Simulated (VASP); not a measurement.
Write the native input for VASP 6.6.1 that does the following.

```
Task                      : relaxation of the atoms
Functional                : PBEsol
Potentials or basis       : VASP PAW PBE potentials, release 64 (Be, Al)
Cutoff                    : 520 eV
k mesh                    : 4 × 4 × 1
Occupations               : gaussian, width 0.05 eV
Spin                      : no spin polarisation
Dipole correction         : no
Atoms held fixed (from 0) : [0, 1, 2, 3]
Further INCAR settings    : ALGO = Fast; EDIFF = 1e-07; IBRION = 2; EDIFFG = -0.03; NSW = 80
```

The structure of Be12Al lies in POSCAR:

```
Be12Al
1.0
    4.5800000000      0.0000000000      0.0000000000
    2.2900000000      3.9663960000      0.0000000000
    0.0000000000      0.0000000000     14.5884300000
Be Al
12 1
Selective dynamics
Direct
    0.0000000000      0.0000000000      0.0685475000  F F F
    0.5000000000      0.0000000000      0.0685475000  F F F
    0.0000000000      0.5000000000      0.0685475000  F F F
    0.5000000000      0.5000000000      0.0685475000  F F F
   -0.1666667000      0.3333333000      0.1915364000  T T T
    0.3333333000      0.3333333000      0.1915364000  T T T
   -0.1666667000      0.8333333000      0.1915364000  T T T
    0.3333333000      0.8333333000      0.1915364000  T T T
    0.0000000000      0.0000000000      0.3145253000  T T T
    0.5000000000      0.0000000000      0.3145253000  T T T
    0.0000000000      0.5000000000      0.3145253000  T T T
    0.5000000000      0.5000000000      0.3145253000  T T T
    0.1495630000      0.6635325000      0.4413381000  T T T
```

The cell was built by a generator and needn't be a form met in nature.

The input as run:

INCAR

```
PREC = Accurate
ENCUT = 520
EDIFF = 1E-7
ISMEAR = 0
SIGMA = 0.05
LREAL = False
LASPH = True
NELM = 100
ALGO = Fast
ISIF = 2
LWAVE = False
LCHARG = False
GGA = PS
IBRION = 2
NSW = 80
EDIFFG = -0.03
```

KPOINTS

```
regular mesh
0
Gamma
  4 4 1
```

Potentials or basis: VASP PAW PBE potentials, release 64 (Be, Al).

Launch:

```sh
$ cat potpaw_PBE.64/Be/POTCAR potpaw_PBE.64/Al/POTCAR > POTCAR
$ mpirun -np 1 vasp_std > vasp.out
```

It gave:

```
Energy gained by relaxing : 17.3 meV/atom
Ionic steps               : 8
Band gap on the k mesh    : none (metal or under the smearing width)
```

Caveat: the k mesh is coarse (spacing up to 0.40 Å⁻¹), so the values aren't converged.

Wall time 6.1 min on 1 thread of Intel(R) Xeon(R) Platinum 8259CL CPU @ 2.50GHz (Skylake/Cascade Lake), on a shared host, peak memory 0.39 GiB.
